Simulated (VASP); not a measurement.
# SrIr2 with LDA: from relaxation to properties, part 3 of 5

What structure does SrIr2 take at this level, and what are its properties? Left out of this account: 1 further run (relaxation: it shows nothing beyond the runs told). The start is a computed cell from the Materials Project.

VASP 6.6.1; LDA; plane waves and PAW (Sr_sv, Ir).

So far. Step 4 (Density, ELF and potential (LDA)): In this run the pressure is 0.00 GPa, small enough to go on. Step 5 (Bands along the symmetry lines (LDA)): There is no gap at this level.

**6. Density of states (LDA)**

A density of states needs more k-points than a total energy; ISMEAR = -5 takes tetrahedra, and LORBIT projects the states on the PAW spheres. The mesh is finer than in the run before.

Contents of INCAR:

```
SYSTEM = SrIr2
PREC = Accurate
ENCUT = 400
EDIFF = 1E-06
NELM = 100
ISMEAR = -5
SIGMA = 0.2
LREAL = .FALSE.
ALGO = Normal
GGA = CA
NBANDS = 44
LASPH = .TRUE.
LORBIT = 11
LWAVE = .FALSE.
LCHARG = .FALSE.
KPAR = 4
NEDOS = 2001
```

Contents of POSCAR:

```
SrIr2
1.0
    0.0000000000      3.7999648901      3.7999648901
    3.7999648901      0.0000000000      3.7999648901
    3.7999648901      3.7999648901      0.0000000000
Sr Ir
2 4
Direct
    0.2500000000      0.2500000000      0.2500000000
    0.0000000000      0.0000000000      0.0000000000
    0.6250000000      0.1250000000      0.6250000000
    0.6250000000      0.6250000000      0.1250000000
    0.1250000000      0.6250000000      0.6250000000
    0.6250000000      0.6250000000      0.6250000000
```

Contents of KPOINTS:

```
Automatic mesh
0
Gamma
7 7 7
0 0 0
```

The projector-augmented-wave data sets are Sr_sv and Ir (LDA family, release 64).

Command:

```sh
> mpirun -np 4 vasp_std
```

What it wrote:

```text
[... set-up lines as in an earlier step ...]
 entering main loop
       N       E                     dE             d eps       ncg     rms          rms(c)
DAV:   1     0.447166217230E+03    0.44717E+03   -0.21347E+04  1760   0.103E+03
DAV:   2    -0.208650446239E+02   -0.46803E+03   -0.43523E+03  1772   0.338E+02
DAV:   3    -0.490351397236E+02   -0.28170E+02   -0.26934E+02  2476   0.821E+01
DAV:   4    -0.507024953669E+02   -0.16674E+01   -0.16502E+01  2920   0.150E+01
DAV:   5    -0.507194881243E+02   -0.16993E-01   -0.16969E-01  2360   0.142E+00    0.624E+01
DAV:   6    -0.473128912596E+02    0.34066E+01   -0.13995E+01  2408   0.239E+01    0.150E+01
DAV:   7    -0.469161839556E+02    0.39671E+00   -0.13954E+00  2368   0.810E+00    0.123E+01
DAV:   8    -0.468263196237E+02    0.89864E-01   -0.15133E-01  2348   0.194E+00    0.379E+00
DAV:   9    -0.468195036619E+02    0.68160E-02   -0.24051E-02  2732   0.954E-01    0.485E-01
DAV:  10    -0.468191488867E+02    0.35478E-03   -0.18841E-03  2364   0.251E-01    0.221E-01
DAV:  11    -0.468191592478E+02   -0.10361E-04   -0.13483E-04  2228   0.684E-02    0.131E-01
DAV:  12    -0.468191498900E+02    0.93578E-05   -0.21911E-05  2608   0.314E-02    0.227E-02
DAV:  13    -0.468191495239E+02    0.36617E-06   -0.98997E-07  1336   0.597E-03
   1 F= -.46819150E+02 E0= -.46819150E+02  d E =0.000000E+00
 -----------------------------------------------------------------------------
|                                                                             |
|           W    W    AA    RRRRR   N    N  II  N    N   GGGG   !!!           |
|           W    W   A  A   R    R  NN   N  II  NN   N  G    G  !!!           |
|           W    W  A    A  R    R  N N  N  II  N N  N  G       !!!           |
|           W WW W  AAAAAA  RRRRR   N  N N  II  N  N N  G  GGG   !            |
|           WW  WW  A    A  R   R   N   NN  II  N   NN  G    G                |
|           W    W  A    A  R    R  N    N  II  N    N   GGGG   !!!           |
|                                                                             |
|     Tetrahedron method does not include variations of the Fermi             |
|     occupations, so forces and stress will be inaccurate. We suggest        |
|     using a different smearing scheme ISMEAR = 1 or 2 for metals in         |
|     relaxations.                                                            |
|                                                                             |
 -----------------------------------------------------------------------------
```

Run time: 22 s. Hardware: 4 MPI ranks of AMD EPYC 7R43, shared host; peak memory 0.7 GiB.

Parts of OUTCAR (step 6):

```text
   k-points           NKPTS =     20   k-points in BZ     NKDIM =     20   number of bands    NBANDS=     44

   NELECT =      56.0000    total number of electrons

 E-fermi :   6.2912

 k-point     1 :       0.0000    0.0000    0.0000
  band No.  band energies     occupation
    ...
     22       6.0040      2.00000
     23       6.0040      2.00000
     24       6.0040      2.00000
     25       6.0779      2.00000
     26       6.0779      2.00000
     27       7.0796      0.00000
     28       7.0796      0.00000
     29       7.6399      0.00000
     30       7.7255      0.00000
     31       7.7255      0.00000
    ...

  Total       -0.0608540     -0.0608540     -0.0608540      0.0000000      0.0000000      0.0000000
  in kB       -0.8884465     -0.8884465     -0.8884465      0.0000000      0.0000000      0.0000000
  external PRESSURE =      -0.8884465 kB  Pullay stress =       0.0000000 kB

 POSITION                                       TOTAL-FORCE (eV/Angst)
 -----------------------------------------------------------------------------------
      1.89998      1.89998      1.89998         0.000000      0.000000      0.000000
      0.00000      0.00000      0.00000        -0.000000     -0.000000     -0.000000
      2.84997      4.74996      2.84997         0.000000     -0.000000      0.000000
      2.84997      2.84997      4.74996         0.000000     -0.000000      0.000000
      4.74996      2.84997      2.84997         0.000000     -0.000000      0.000000
      4.74996      4.74996      4.74996         0.000000     -0.000000      0.000000
 -----------------------------------------------------------------------------------
    total drift:                                0.000000      0.000000      0.000000

  FREE ENERGIE OF THE ION-ELECTRON SYSTEM (eV)
  ---------------------------------------------------
  free  energy   TOTEN  =       -46.8191495239 eV

  energy  without entropy=      -46.8191495239  energy(sigma->0) =      -46.81914952

[... 7 parts as in an earlier step ...]

[... 9 further parts left out ...]
```

With tetrahedra the forces and stress of a metal are not exact derivatives of the energy.

This step gave:

| Property | Result |
| --- | --- |
| irreducible k-points | 20 |
| free energy (TOTEN) | -46.82 eV |
| Fermi energy | 6.291 eV |
| pressure | -0.08884 GPa |
| DOS at the Fermi level | 9.163 states/eV/cell |

The density of states has structure finer than the step of the table below, so its rows give means over 1 eV, whole bins alone (the curve runs from -12.0 to 2.36 eV). Peaks (eV: height): total -3.8: 12.4, -3.4: 12.6, -3.0: 12.5, -0.6: 14.2; Ir d -3.8: 8.88, -3.4: 9.50, -3.0: 8.94, -0.5: 12.0; Ir p -2.2: 0.821, -1.7: 0.633, 1.4: 1.33, 2.2: 0.919; Ir s -7.0: 0.67, -5.1: 1.06, -4.1: 0.802, -3.8: 0.778; Sr d -3.0: 0.279, -2.1: 0.293, 1.4: 0.403, 2.2: 0.424.

States under -12.0 eV and over 2.4 eV are left out. Table of density of states by energy, zero at the Fermi level; means over each step; values in states/eV/cell:

```csv
energy (eV),total,Ir d,Ir p,Ir s,Sr d,Sr p,Sr s
-9,0,0,0,0,0,0,0
-8,0.297,0.0944,0.00915,0.155,1.5e-4,0.00297,0.00284
-7,1.16,0.433,0.0740,0.523,0.00380,0.0188,0.00356
-6,0.624,0.241,0.0537,0.252,0.00490,0.00961,5.9e-4
-5,3.99,2.51,0.158,0.696,0.0535,0.0265,0.0232
-4,6.76,4.84,0.275,0.450,0.0813,0.0746,0.0685
-3,8.32,6.05,0.396,0.309,0.169,0.135,0.0378
-2,7.47,5.10,0.546,0.303,0.191,0.126,0.0296
-1,7.87,5.94,0.415,0.226,0.181,0.104,0.0124
0,5.45,4.62,0.264,0.0425,0.0779,0.0156,0.00181
1,3.38,1.94,0.557,0.0523,0.169,0.0362,0.0386
```

The finer mesh and the other smearing move the Fermi level by +0.02 eV from the 5×5×5 run, a small shift, which tests the Fermi level alone. Of the states within 0.3 eV of the Fermi level, the largest shares in the PAW spheres are Ir d 84 % and Ir p 6 %. The rest lies in smaller channels or between the spheres.

[end of part 3 of 5]

[Lines on the potential files, build, host, timing and source positions are cut from VASP's logs without a mark.]

[Logs are printed without paths, hosts, clocks, repeated set-up lines and the standing remarks that a program may print on its own settings, such as how far it seeks lower states.]

[Hosts, paths, dates, database ids (printed as entryN), source tags and the programs' standing remarks are cut or masked in the printed files.]

[A measured line is paired with the nearest computed mode of its activity, which favours agreement.]
